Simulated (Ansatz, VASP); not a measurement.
# Cross-check of GaSi2Ru2 between VASP and Ansatz

Aim: how closely do two programs agree when they are given the same cell, functional and k mesh? The cell is invented: As first built, before any earlier steps moved the atoms (in the runner's words): it takes the GdSi2Ru2 structure with some of its atoms replaced by other elements, volume scaled by an estimate. It may not be a known or stable phase. The cell is taken from a series of VASP runs on this material, whose earlier steps may have relaxed, scaled or displaced it; both programs get it as it stands.

Program: Ansatz 0.2.0. Level of theory: plane waves, with VASP 6.6.1 beside it; relaxation of cell and atoms at PBE. Results are calculated unless marked as measured.

### Step 1. Starting point

It takes space group I4/mmm (No. 139, tetragonal). The conventional cell has a = 4.207 Å, b = 4.207 Å, c = 8.862 Å, α = 90.00°, β = 90.00°, γ = 90.00°. Nearest to Ru lie 4 Si at 2.36 Å and 4 Ru at 2.97 Å and 4 Ga at 3.06 Å. Nearest to Ga lie 8 Ru at 3.06 Å. Nearest to Si lie 1 Si at 2.28 Å and 4 Ru at 2.36 Å. As first built, before any earlier steps moved the atoms (in the runner's words): sites of the GdSi2Ru2 structure (space group 139) filled with other elements, volume scaled by an estimate. Farther neighbours are not listed.

### Step 2. VASP: relaxation of cell and atoms, PBE

The relaxed volume is the usual yardstick between codes: its relative difference is about their pressure difference at one cell divided by the bulk modulus.

Lines of VASP's logs that name or quote its potential files are left out, and so is its time.

File INCAR:

```
SYSTEM = GaSi2Ru2
PREC = Accurate
ENCUT = 520
EDIFF = 1E-06
NELM = 100
ISMEAR = -1
SIGMA = 0.05
LREAL = .FALSE.
ALGO = Normal
GGA = PE
NBANDS = 30
LORBIT = 11
LWAVE = .FALSE.
LCHARG = .FALSE.
KPAR = 2
IBRION = 2
NSW = 60
ISIF = 3
EDIFFG = -0.01
```

File POSCAR:

```
GaSi2Ru2
1.0
   -2.1034812466      2.1034812466      4.4311849051
    2.1034812466     -2.1034812466      4.4311849051
    2.1034812466      2.1034812466     -4.4311849051
Ru Ga Si
2 1 2
Direct
    0.2500000000      0.7500000000      0.5000000000
    0.7500000000      0.2500000000      0.5000000000
    0.0000000000      0.0000000000      0.0000000000
    0.3713977861      0.3713977861      0.0000000000
    0.6286022139      0.6286022139      0.0000000000
```

File KPOINTS:

```
Automatic mesh
0
Gamma
8 8 8
0 0 0
```

Potentials, in the order of the species: Ru_pv, Ga_d and Si (PBE family, release 64).

Started as:

```console
mpirun -np 2 vasp_std
```

Numbers of over 12 decimals in the logs are rounded to 6 here.

The log of the run:

```text
[banner, memory and clock lines left out]
running    2 mpi-ranks, on    1 nodes
 distrk:  each k-point on    1 cores,    2 groups
 distr:  one band on    1 cores,    1 groups

 POSCAR found type information on POSCAR RuGaSi
 POSCAR found :  3 types and       5 ions
 LDA part: xc-table for (Slater+PW92), standard interpolation
 POSCAR, INCAR and KPOINTS ok, starting setup
 FFT: planning ... GRIDC
 FFT: planning ... GRID_SOFT
 FFT: planning ... GRID
 WAVECAR not read
 entering main loop
       N       E                     dE             d eps       ncg     rms          rms(c)
DAV:   1     0.481071415479E+03    0.48107E+03   -0.26268E+04  4068   0.216E+03
DAV:   2     0.470603211708E+01   -0.47637E+03   -0.45959E+03  3722   0.564E+02
DAV:   3    -0.335190963574E+02   -0.38225E+02   -0.36038E+02  4104   0.133E+02
DAV:   4    -0.348872670264E+02   -0.13682E+01   -0.13531E+01  4490   0.255E+01
DAV:   5    -0.349336925151E+02   -0.46425E-01   -0.46412E-01  4754   0.414E+00    0.184E+01
DAV:   6    -0.336637454616E+02    0.12699E+01   -0.82778E+00  4054   0.206E+01    0.506E+00
DAV:   7    -0.333502507475E+02    0.31349E+00   -0.20166E+00  4128   0.101E+01    0.516E+00
DAV:   8    -0.332734000792E+02    0.76851E-01   -0.29190E-01  4086   0.398E+00    0.103E+00
DAV:   9    -0.332721646223E+02    0.12355E-02   -0.23256E-02  4362   0.112E+00    0.273E-01
DAV:  10    -0.332716778081E+02    0.48681E-03   -0.46037E-03  4126   0.417E-01    0.120E-01
DAV:  11    -0.332715907519E+02    0.87056E-04   -0.50414E-04  4470   0.200E-01    0.552E-02
DAV:  12    -0.332715967253E+02   -0.59734E-05   -0.29883E-05  4188   0.405E-02    0.217E-02
DAV:  13    -0.332715928575E+02    0.38677E-05   -0.12765E-05  4268   0.258E-02    0.272E-03
DAV:  14    -0.332715927067E+02    0.15083E-06   -0.56101E-07  2490   0.585E-03
   1 F= -.33271593E+02 E0= -.33258725E+02  d E =-.332716E+02
[...]
2 F= -.33271618E+02 E0= -.33258675E+02  d E =-.249858E-04
[...]
3 F= -.33272083E+02 E0= -.33259178E+02  d E =-.490432E-03
[...]
4 F= -.33272278E+02 E0= -.33259448E+02  d E =-.194884E-03
[...]
5 F= -.33272303E+02 E0= -.33259516E+02  d E =-.219440E-03
 curvature:  -0.82 expect dE=-0.107E-03 dE for cont linesearch -0.146E-06
 trial: gam= 0.45038 g(F)=  0.542E-04 g(S)=  0.763E-04 ort =-0.820E-05 (trialstep = 0.100E+01)
 search vector abs. value=  0.200E-03
 bond charge predicted
       N       E                     dE             d eps       ncg     rms          rms(c)
DAV:   1    -0.332735088103E+02   -0.12062E-02   -0.30578E-02  3756   0.119E+00    0.201E-01
DAV:   2    -0.332726876114E+02    0.82120E-03   -0.37158E-03  3948   0.439E-01    0.141E-01
DAV:   3    -0.332724301146E+02    0.25750E-03   -0.74965E-04  3954   0.207E-01    0.578E-02
DAV:   4    -0.332723533948E+02    0.76720E-04   -0.23227E-04  4524   0.913E-02    0.184E-02
DAV:   5    -0.332723524920E+02    0.90279E-06   -0.19243E-05  4032   0.286E-02    0.101E-02
DAV:   6    -0.332723524643E+02    0.27720E-07   -0.14168E-06  2802   0.942E-03
   6 F= -.33272352E+02 E0= -.33259680E+02  d E =-.498863E-04
 trial-energy change:   -0.000050  1 .order   -0.000053   -0.000127    0.000021
 step:   0.8590(harm=  0.8590)  dis= 0.00007  next Energy=   -33.272357 (dE=-0.544E-04)
 reached required accuracy - stopping structural energy minimisation
```

From OUTCAR (step 2):

```text
ion  position               nearest neighbor table
   1  0.250  0.750  0.500-   4 2.36   5 2.36   4 2.36   5 2.36   2 2.97   2 2.97   2 2.97   2 2.97
                             3 3.06   3 3.06   3 3.06   3 3.06
   2  0.750  0.250  0.500-   4 2.36   5 2.36   4 2.36   5 2.36   1 2.97   1 2.97   1 2.97   1 2.97
                             3 3.06   3 3.06   3 3.06   3 3.06
   3  0.000  0.000  0.000-   1 3.06   2 3.06   1 3.06   2 3.06   2 3.06   1 3.06   2 3.06   1 3.06

  LATTYP: Found a body centered tetragonal cell.
 ALAT       =     4.2069624932
 C/A-ratio  =     2.1065958692

 Subroutine GETGRP returns: Found 16 space group operations
 (whereof 16 operations were pure point group operations)

The static configuration has the point symmetry D_4h.

 Found     59 irreducible k-points:

   k-points           NKPTS =     59   k-points in BZ     NKDIM =     59   number of bands    NBANDS=     30

   dimension x,y,z NGX =    40 NGY =   40 NGZ =   40
   dimension x,y,z NGXF=    80 NGYF=   80 NGZF=   80

   ENCUT  =  520.0 eV  38.22 Ry    6.18 a.u.   9.92  9.92  9.92*2*pi/ulx,y,z

   NELECT =      49.0000    total number of electrons

 k-points in reciprocal lattice and weights: Automatic mesh
   0.00000000  0.00000000  0.00000000       0.002
   0.12500000  0.00000000  0.00000000       0.016
   0.25000000  0.00000000  0.00000000       0.016
   0.37500000  0.00000000  0.00000000       0.016
   0.50000000  0.00000000  0.00000000       0.008
   0.12500000  0.12500000  0.00000000       0.016
   0.25000000  0.12500000  0.00000000       0.031
   0.37500000  0.12500000  0.00000000       0.031
   0.50000000  0.12500000  0.00000000       0.031
[...]
-0.37500000 -0.37500000  0.37500000       0.004
   0.50000000  0.50000000  0.50000000       0.002

 average (electrostatic) potential at core
       1 -70.4697       2 -70.4697       3 -61.8246       4 -80.0856       5 -80.0856

 E-fermi :   8.8117

 k-point     1 :       0.0000    0.0000    0.0000
  band No.  band energies     occupation
    ...
     19       6.2746      2.00000
     20       7.1369      2.00000
     21       7.1369      2.00000
     22       8.2748      1.99996
     23       8.2925      1.99994
     24       9.6279      0.00000
     25       9.6279      0.00000
     26       9.8588      0.00000
     27      10.1102      0.00000
     28      11.7664      0.00000
    ...

 k-point     2 :       0.1250    0.0000    0.0000
  band No.  band energies     occupation
    ...
     20       6.9712      2.00000
     21       7.2847      2.00000
     22       8.0929      2.00000
     23       8.1801      1.99999
     24       8.8469      0.66188
     25       9.0904      0.00755
     26      10.1398      0.00000
     27      10.5723      0.00000
     28      10.9805      0.00000
     29      11.9956      0.00000
    ...

 k-point     3 :       0.2500    0.0000    0.0000
  band No.  band energies     occupation
    ...
     21       7.0797      2.00000
     22       7.6521      2.00000
     23       7.8916      2.00000
     24       8.0531      2.00000
     25       8.8535      0.60445
     26      10.3726      0.00000
     27      10.4840      0.00000
     28      10.9617      0.00000
     29      12.4285      0.00000
     30      13.0578      0.00000

  Total       -0.0218809     -0.0218809      0.0009417      0.0000000      0.0000000      0.0000000
  in kB       -0.4456826     -0.4456826      0.0191819      0.0000000      0.0000000      0.0000000
  external PRESSURE =      -0.2907278 kB  Pullay stress =       0.0000000 kB

  energy-cutoff  :      520.00
  volume of cell :       78.66
      direct lattice vectors                 reciprocal lattice vectors
    -2.109012734  2.109012734  4.421118041     0.000000000  0.237077753  0.113093565
     2.109012734 -2.109012734  4.421118041     0.237077753  0.000000000  0.113093565
     2.109012734  2.109012734 -4.421118041     0.237077753  0.237077753  0.000000000

 POSITION                                       TOTAL-FORCE (eV/Angst)
 -----------------------------------------------------------------------------------
      2.10901      0.00000      2.21056         0.000000      0.000000      0.000000
      0.00000      2.10901      2.21056         0.000000      0.000000      0.000000
      0.00000      0.00000      0.00000         0.000000      0.000000      0.000000
      0.00000      0.00000      3.28022         0.000000      0.000000     -0.000680
      2.10901      2.10901      1.14090        -0.000000     -0.000000      0.000680
 -----------------------------------------------------------------------------------
    total drift:                                0.000000     -0.000000     -0.000000

  FREE ENERGIE OF THE ION-ELECTRON SYSTEM (eV)
  ---------------------------------------------------
  free  energy   TOTEN  =       -33.2723524643 eV

  energy  without entropy=      -33.2470077825  energy(sigma->0) =      -33.25968012

 reached required accuracy - stopping structural energy minimisation

 total charge
# of ion       s       p       d       tot
------------------------------------------
    1        0.343   6.238   6.230  12.811
    2        0.343   6.238   6.230  12.811
    3        0.917   0.480   9.965  11.362
    4        0.779   0.925   0.000   1.704
    5        0.779   0.925   0.000   1.704
--------------------------------------------------
tot          3.160  14.807  22.426  40.392

[... 3 further parts left out ...]
```

The run keeps the 16 symmetry operations of its start, so it cannot find a distortion of lower symmetry.

### Step 3. Ansatz: relaxation of cell and atoms, PBE

Ansatz runs on its PAW soft_1 files.

The same cell, functional, mesh and smearing now go to Ansatz, which takes its cutoff from its data sets.

File input.yaml:

```yaml
crystal:
  lattice:
    - [-2.1034812466, 2.1034812466, 4.4311849051]
    - [2.1034812466, -2.1034812466, 4.4311849051]
    - [2.1034812466, 2.1034812466, -4.4311849051]
  atoms:
    - { symbol: Ru, position: [0.25, 0.75, 0.5] }
    - { symbol: Ru, position: [0.75, 0.25, 0.5] }
    - { symbol: Ga, position: [0.0, 0.0, 0.0] }
    - { symbol: Si, position: [0.3713977861, 0.3713977861, 0.0] }
    - { symbol: Si, position: [0.6286022139, 0.6286022139, 0.0] }
hamiltonian:
  xc: pbe
  pseudopotentials: { kind: paw, azcp: { folder: soft_1 } }
kpoints:
  mp_grid: { grid: [8, 8, 8] }
scf:
  occupations: { method: fermi_dirac, width: 0.05 }
relax:
  f_tol: 0.01
  max_steps: 60
  cell: { stress_tol: 0.05 }
output:
  forces: true
  stress: true
```

Started as:

```console
ansatz run input.yaml --threads 4 --pin off --max-ram 9216MiB --backend cpu --events-out ev --progress --plain --runs-dir out
```

The log of the run:

```text
Engine: ansatz 0.2.0, aarch64-unknown-linux-gnu
Pseudopotentials: kind: paw
Pseudopotential: Ru, paw, valence charge 16, recommended cutoff 420 eV (normal), soft_1/Ru.paw.azcp
Pseudopotential: Ga, paw, valence charge 13, recommended cutoff 420 eV (normal), soft_1/Ga.paw.azcp
Pseudopotential: Si, paw, valence charge 4, recommended cutoff 420 eV (normal), soft_1/Si.paw.azcp
Functional definition: PBE
  parameter kappa = 0.804
  parameter beta = 0.066725
  exchange = pbe_x(kappa = kappa, mu = beta*pi^2/3)
  correlation = pbe_c(beta = beta)
Crystal: 5 atoms, lattice volume = 78.425 Å³
Basis set: ecut = 420 eV, 1523 PW (Γ), exchange–correlation on 72×72×72 points (8 copies of the dense FFT grid, shifted against one another)
Bands: 32, of which v1, the nominal top of the filled ones, is band 27 counted from 1 (26 counted from 0)
Symmetry: 16 space group operations
Space group: I4/mmm (ITA 139), of the structure as read, at distance tolerance 4.3e-5 Å
k-points: 59 of 512
Non-local potential: Ru, projectors of the file, l = 0: 3, l = 1: 2, l = 2: 2, l = 3: 1
Non-local potential: Ga, projectors of the file, l = 0: 2, l = 1: 2, l = 2: 3, l = 3: 1
Non-local potential: Si, projectors of the file, l = 0: 2, l = 1: 2, l = 2: 1
PAW form: soft (Blöchl's): semilocal exchange-correlation on the pseudo side does not see the compensation charge
PAW one-centre angular grid: Ru, 590 points (default); XC on 64 Gauss nodes
PAW one-centre angular grid: Ga, 590 points (default); XC on 64 Gauss nodes
PAW one-centre angular grid: Si, 110 points (default); XC on 64 Gauss nodes
Initial density: superposition of atomic densities (chi_scale 0.1, normalization cell, long waves kept (reshape's long-wave potential 0.00 eV rms))
Initial wavefunctions: pseudopotential atomic-orbital guess
Functional: x = pbe(κ = 0.804, μ = 0.219515), c = pbe(β = 0.066725)
SCF iter   1: F=—  HF=-16815.611268 eV  |F-HF|=—  |Δ(HF+E_count)|=         —  Δρ=1.12e-1  dr2=1.27e1  ethr=3.10e-3  ⟨swp⟩=6.4  Hψ=7997  notcnv=0
preconditioner: auto → Kerker (q_TF=auto, 2.556 Å⁻¹)  [metal: Δε(μ)=0.023 eV  Ē_g=9.527 eV  σ=0.050 eV  W_gap=0.11  n_scr=22 (ndim 8)  ℏωp=25.5 eV  f_vac=0.000  D(μ)=3.33/eV (n_scr^D=30)]
SCF iter   2: F=—  HF=-16813.657561 eV  |F-HF|=—  |Δ(HF+E_count)|=    1.95e0  Δρ=5.16e-2  dr2=2.54e0  ethr=3.10e-3  ⟨swp⟩=2.5  Hψ=3681  notcnv=0  defer=20
SCF iter   3: F=—  HF=-16813.173741 eV  |F-HF|=—  |Δ(HF+E_count)|=   4.84e-1  Δρ=8.03e-3  dr2=6.03e-2  ethr=3.10e-3  ⟨swp⟩=2.2  Hψ=2909  notcnv=0  defer=20
SCF iter   4: F=—  HF=-16813.164847 eV  |F-HF|=—  |Δ(HF+E_count)|=   8.89e-3  Δρ=2.66e-3  dr2=8.49e-3  ethr=1.14e-4  ⟨swp⟩=2.5  Hψ=3788  notcnv=0  defer=9
SCF iter   5: F=—  HF=-16813.161345 eV  |F-HF|=—  |Δ(HF+E_count)|=   3.50e-3  Δρ=9.55e-4  dr2=1.58e-3  ethr=1.60e-5  ⟨swp⟩=2.0  Hψ=3260  notcnv=0  defer=9
SCF iter   6: F=—  HF=-16813.160630 eV  |F-HF|=—  |Δ(HF+E_count)|=   7.15e-4  Δρ=3.38e-4  dr2=1.79e-4  ethr=2.98e-6  ⟨swp⟩=2.0  Hψ=2919  notcnv=0  defer=9
SCF iter   7: F=—  HF=-16813.160615 eV  |F-HF|=—  |Δ(HF+E_count)|=   1.54e-5  Δρ=1.05e-4  dr2=1.15e-5  ethr=3.38e-7  ⟨swp⟩=2.6  Hψ=2939  notcnv=0  defer=9
SCF iter   8: F=—  HF=-16813.160633 eV  |F-HF|=—  |Δ(HF+E_count)|=   1.80e-5  Δρ=2.30e-5  dr2=7.20e-7  ethr=2.18e-8  ⟨swp⟩=2.0  Hψ=2599  notcnv=0  defer=9
SCF iter   9: F=-16813.160633 eV  HF=-16813.160633 eV  |F-HF|=3.19e-8  |Δ(HF+E_count)|=   5.68e-8  Δρ=7.52e-6  dr2=7.80e-8  ethr=1.89e-10  ⟨swp⟩=4.0  Hψ=6559  notcnv=0
SCF 1 converged in 9 iterations: F = -16813.160633 eV  dr2 = 7.80e-8
  greatest PAW one-centre occupation: 1.000 electrons in one spin orbital (limit 2), on the Ru atom at site 1 (counted from 0), in its partial waves of l = 0
relax step   1: F+E_penalty+E_count = -16813.16063300 eV  Δ(F+E_penalty+E_count) = +0.000e0 eV  max|allowed force component| = 3.990e-2 eV/Å  Δτ_max = 0.0000 Å  P = +0.451 GPa  Ω = 78.425 Å³  (9 SCF iters, dr2 threshold 1.00e-7 eV, accepted)
[...]
relax step   2: F+E_penalty+E_count = -16813.16120639 eV  Δ(F+E_penalty+E_count) = -5.734e-4 eV  max|allowed force component| = 1.195e-2 eV/Å  Δτ_max = 0.0037 Å  P = -0.040 GPa  Ω = 78.669 Å³  energy of the carried Pulay correction = -1.485e-4 eV  (6 SCF iters, dr2 threshold 5.00e-7 eV, accepted)
[...]
relax step   3: F+E_penalty+E_count = -16813.16122216 eV  Δ(F+E_penalty+E_count) = -1.577e-5 eV  max|allowed force component| = 3.314e-3 eV/Å  Δτ_max = 0.0002 Å  P = -0.002 GPa  Ω = 78.654 Å³  energy of the carried Pulay correction = -1.396e-4 eV  (6 SCF iters, dr2 threshold 9.48e-9 eV, accepted)
[...]
relax step   4: F+E_penalty+E_count = -16813.16137995 eV  Δ(F+E_penalty+E_count) = -1.578e-4 eV  max|allowed force component| = 3.360e-3 eV/Å  Δτ_max = 0.0000 Å  P = -0.002 GPa  Ω = 78.654 Å³  stress off target by 8.53e-3 GPa  SCF on the basis re-selected at this cell (its energy is not comparable with the rows above)  (8 SCF iters)
basis re-selected at this cell: Δ(F+E_penalty+E_count) = -1.578e-4 eV, ΔP = +0.001 GPa vs the last step (what re-selecting the basis moved, of the pressure what is left beyond the Pulay correction that the steps carried, after the strain that the cell walked since its last selection, with what the two solves' SCF thresholds leave and, on support functions, any second-order correction that the steps lacked; it is no m [...]
SCF converged after 8 iterations
Free energy (F): -16813.161380 eV
Harris-Foulkes:  -16813.161380 eV  (|F-HF|=0.00e0)
Internal energy: -16813.135982 eV  (E = F + TS)
E sigma→0 (E₀):  -16813.148681 eV
Entropy (-TS):   -0.025398 eV (-5.080 meV/atom)
Fermi energy:    13.642321 eV
--- Per-component energies (eV) ---
  E_band       = -323.365369
  E_kinetic    = 1120.792370
  E_local      = -5214.431200  (includes V_loc(G=0)·N_el)
  E_nonlocal   = 782.258758
  E_hartree    = 2277.333880
  E_xc         = -517.930554
  E_vxc        = -583.497338  (∫ρ·V_xc dr)
  E_paw        = -10018.545779  (= ΣΔE_a)
  E_vpaw       = -983.156863  (= ΣTr[D̂ρ^β])
  E_aug_tail   = 0.001146  (compensation charges beyond the density's cutoff)
  E_ewald      = -5242.614603
  E_smearing   = -0.025398  (= −TS)
  E_closure    = -0.000000  (closes the sum)
  Σ components = -16813.161380   (vs F -16813.161380, Δ=0.00e0)
--- Forces (eV/Å), atoms counted from 1 ---
  atom   1  Ru     0.00000000     0.00000000     0.00000000
  atom   2  Ru     0.00000000     0.00000000     0.00000000
  atom   3  Ga     0.00000000     0.00000000     0.00000000
  atom   4  Si    -0.00000000     0.00000000    -0.00335951
  atom   5  Si    -0.00000000     0.00000000     0.00335951
  max |Σ_I F_I| component: 2.78e-17 eV/Å
--- Stress (GPa, compression-positive) ---
        0.001445       0.000000       0.000000
        0.000000       0.001445       0.000000
        0.000000      -0.000000      -0.008528
  P = ⅓ Tr σ = -0.0019 GPa (-0.019 kbar)
--- Relaxed structure (3 steps of the walk, 3 accepted, 1 SCFs on fresh bases) ---
  F+E_penalty+E_count = -16813.16137995 eV   max|allowed force component| = 3.360e-3 eV/Å   (the final SCF, on the basis selected at the relaxed cell)
  cell:  # Å, volume = 78.6538 Å³
    - [-2.108356, 2.108356, 4.423563]
    - [2.108356, -2.108356, 4.423563]
    - [2.108356, 2.108356, -4.423563]
  atoms:
    - { symbol: Ru, position: [0.250000, 0.75, 0.500000] }
    - { symbol: Ru, position: [0.75, 0.250000, 0.500000] }
    - { symbol: Ga, position: [0, 0, 0] }
    - { symbol: Si, position: [0.370964, 0.370964, 0] }
    - { symbol: Si, position: [0.629036, 0.629036, 0] }
```

Elapsed: 20 s, on 4 threads of Arm Neoverse N1, shared host; peak memory 0.46 GiB.

### Step 4. Side by side

Known differences besides the potentials themselves: both relaxations stop at a tolerance, which leaves soft axes loose, and VASP keeps its plane-wave basis; the data sets hold 53 valence electrons in Ansatz (PAW soft_1 files) and 49 in VASP; the cutoff is 420 eV in Ansatz and 520 eV in VASP; VASP leaves aspherical gradient terms in its spheres out (LASPH is not set), Ansatz keeps them; Ansatz adds a Pulay correction to the stress that steers its cell, VASP none. Total energies have different zeros and are not compared.

The two programs side by side:

| quantity | Ansatz | VASP | difference |
| --- | --- | --- | --- |
| volume (Å³) | 78.65 | 78.66 | -0.01 % |
| edge a after relaxation, in the typed setting (Å) | 5.335 | 5.333 | +0.03 % |

The walks stopped with 0.00 GPa left in Ansatz and -0.03 GPa in VASP; each walk ends within a tolerance, so the volume difference is uncertain by about these residues over the bulk modulus, most in soft cells.

### Step 5. What came out

| Quantity | Value |
| --- | --- |
| difference in edge a after relaxation, in the typed setting (relaxation of cell and atoms, PBE) | 0.028 % |

What this shows: The difference in edge a after relaxation, in the typed setting is 0.028 % (relaxation of cell and atoms, PBE), within the 1.2 % picked in this series as the mark of a large difference, as far as the stopping tolerances let one tell. How closely two codes agree says nothing of how well the functional describes the real material.

[Lines on the potential files, build, host, timing and source positions are cut from VASP's logs without a mark.]

[Logs are printed without paths, hosts, clocks, repeated set-up lines and the standing remarks that a program may print on its own settings, such as how far it seeks lower states.]

[Hosts, paths, dates, database ids (printed as entryN), source tags and the programs' standing remarks are cut or masked in the printed files.]
